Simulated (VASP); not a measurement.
All values below come from PBEsol GGA, VASP's PBE PAW potentials (set 64) (plane waves; VASP).

VASP input:

**INCAR**
```
SYSTEM = MnGe
PREC = Accurate
ENCUT = 400
EDIFF = 1E-6
NELM = 100
ALGO = Normal
LREAL = .FALSE.
LASPH = .TRUE.
ISMEAR = 1
SIGMA = 0.1
GGA = PS
LMAXMIX = 4
LWAVE = .FALSE.
LCHARG = .FALSE.
IBRION = 2
ISIF = 3
NSW = 60
EDIFFG = -0.01
```

### KPOINTS
```
Automatic mesh
0
gamma
  11 11 11
0 0 0
```

### POSCAR
```
MnGe
1.0
  2.8777533779   0.0000000000   0.0000000000
  0.0000000000   2.8777533779   0.0000000000
  0.0000000000   0.0000000000   2.8777533779
Mn Ge
1 1
Cartesian
  0.0000000000   0.0000000000   0.0000000000
  1.4388766889   1.4388766889   1.4388766889
```

POTCAR, in this order: Mn_pv Ge_d (PBE.64 set). Program: vasp_std.

The resulting files:

File OSZICAR:
```
       N       E                     dE             d eps       ncg     rms          rms(c)
DAV:   1     0.161010165341E+03    0.16101E+03   -0.13079E+04  2112   0.341E+03
DAV:   2    -0.443788690239E+01   -0.16545E+03   -0.16350E+03  1945   0.497E+02
DAV:   3    -0.163015542509E+02   -0.11864E+02   -0.11610E+02  1998   0.121E+02
DAV:   4    -0.165669359851E+02   -0.26538E+00   -0.26467E+00  2163   0.198E+01
DAV:   5    -0.165716080600E+02   -0.46721E-02   -0.46715E-02  2112   0.274E+00    0.158E+01
DAV:   6    -0.177106642538E+02   -0.11391E+01   -0.61423E+01  1973   0.628E+01    0.153E+01
DAV:   7    -0.146208454889E+02    0.30898E+01   -0.22695E+01  1961   0.422E+01    0.224E+00
DAV:   8    -0.146044187918E+02    0.16427E-01   -0.29041E-01  2022   0.502E+00    0.759E-01
DAV:   9    -0.145991671146E+02    0.52517E-02   -0.14588E-02  2043   0.124E+00    0.239E-01
DAV:  10    -0.145985836706E+02    0.58344E-03   -0.18364E-03  2060   0.672E-01    0.640E-02
DAV:  11    -0.145985866564E+02   -0.29858E-05   -0.54145E-05  2021   0.938E-02    0.157E-02
DAV:  12    -0.145985857826E+02    0.87376E-06   -0.19594E-06  1445   0.170E-02
   1 F= -.14598586E+02 E0= -.14598656E+02  d E =-.145986E+02
       N       E                     dE             d eps       ncg     rms          rms(c)
DAV:   1    -0.146030238433E+02   -0.44372E-02   -0.64346E-02  2181   0.436E+00    0.608E-01
DAV:   2    -0.146033829904E+02   -0.35915E-03   -0.93277E-02  1976   0.269E+00    0.567E-01
DAV:   3    -0.145987680212E+02    0.46150E-02   -0.31304E-02  1969   0.165E+00    0.107E-01
DAV:   4    -0.145985452365E+02    0.22278E-03   -0.92016E-04  2257   0.424E-01    0.306E-02
DAV:   5    -0.145985344161E+02    0.10820E-04   -0.37876E-05  2359   0.111E-01    0.207E-02
DAV:   6    -0.145985309764E+02    0.34397E-05   -0.12025E-05  2372   0.684E-02    0.332E-03
DAV:   7    -0.145985307699E+02    0.20653E-06   -0.47287E-07   974   0.114E-02
   2 F= -.14598531E+02 E0= -.14598591E+02  d E =0.550128E-04
       N       E                     dE             d eps       ncg     rms          rms(c)
DAV:   1    -0.146007611888E+02   -0.22302E-02   -0.31085E-02  2180   0.304E+00    0.419E-01
DAV:   2    -0.146009314508E+02   -0.17026E-03   -0.44893E-02  1975   0.186E+00    0.397E-01
DAV:   3    -0.145987122783E+02    0.22192E-02   -0.15191E-02  1969   0.114E+00    0.761E-02
DAV:   4    -0.145986049094E+02    0.10737E-03   -0.43309E-04  2281   0.289E-01    0.205E-02
DAV:   5    -0.145985987672E+02    0.61422E-05   -0.16682E-05  2324   0.765E-02    0.135E-02
DAV:   6    -0.145985965610E+02    0.22063E-05   -0.44914E-06  1858   0.400E-02    0.236E-03
DAV:   7    -0.145985965249E+02    0.36097E-07   -0.16624E-07   962   0.586E-03
   3 F= -.14598597E+02 E0= -.14598664E+02  d E =-.107423E-04
```

### OUTCAR
```
------------------------ aborting loop because EDIFF is reached ----------------------------------------
  FORCE on cell =-STRESS in cart. coord.  units (eV):
  Direction    XX          YY          ZZ          XY          YZ          ZX
  --------------------------------------------------------------------------------------
  Total        0.0013339      0.0013339      0.0013339     -0.0000000     -0.0000000     -0.0000000
  in kB        0.0897554      0.0897554      0.0897554     -0.0000000     -0.0000000     -0.0000000
  external PRESSURE =       0.0897554 kB  Pullay stress =       0.0000000 kB
  volume of cell :       23.81
      direct lattice vectors                 reciprocal lattice vectors
     2.876913368  0.000000000 -0.000000000     0.347594756 -0.000000000 -0.000000000
     0.000000000  2.876913368  0.000000000    -0.000000000  0.347594756 -0.000000000
     0.000000000  0.000000000  2.876913368     0.000000000 -0.000000000  0.347594756
 POSITION                                       TOTAL-FORCE (eV/Angst)
 -----------------------------------------------------------------------------------
      0.00000      0.00000      0.00000        -0.000000      0.000000      0.000000
      1.43846      1.43846      1.43846         0.000000     -0.000000      0.000000
 -----------------------------------------------------------------------------------
    total drift:                               -0.000000      0.000000      0.000000
  FREE ENERGIE OF THE ION-ELECTRON SYSTEM (eV)
  ---------------------------------------------------
  free  energy   TOTEN  =       -14.5985965249 eV

  energy  without entropy=      -14.5987978093  energy(sigma->0) =      -14.59866362

 reached required accuracy - stopping structural energy minimisation
```
(Selected blocks of OUTCAR.)

File CONTCAR:
```
MnGe
   1.00000000000000
     2.8769133682540469    0.0000000000000000   -0.0000000000000000
     0.0000000000000000    2.8769133682540469    0.0000000000000000
     0.0000000000000000    0.0000000000000000    2.8769133682540469
  Mn              Ge
     1     1
Direct
     0.0000000000000000    0.0000000000000000    0.0000000000000000
     0.5000000000000000    0.5000000000000000    0.5000000000000000
```

The structure was generated: MnGe was put into the CsCl type (Pm-3m), which need not be its known phase. This run relaxes it. Symmetry was kept, so distortions that lower it aren't found. The start is the result of an earlier pass. The run is not spin-polarised, so no magnetic state was tried. The electron count is odd and the run is not spin-polarised, which forces a metal.
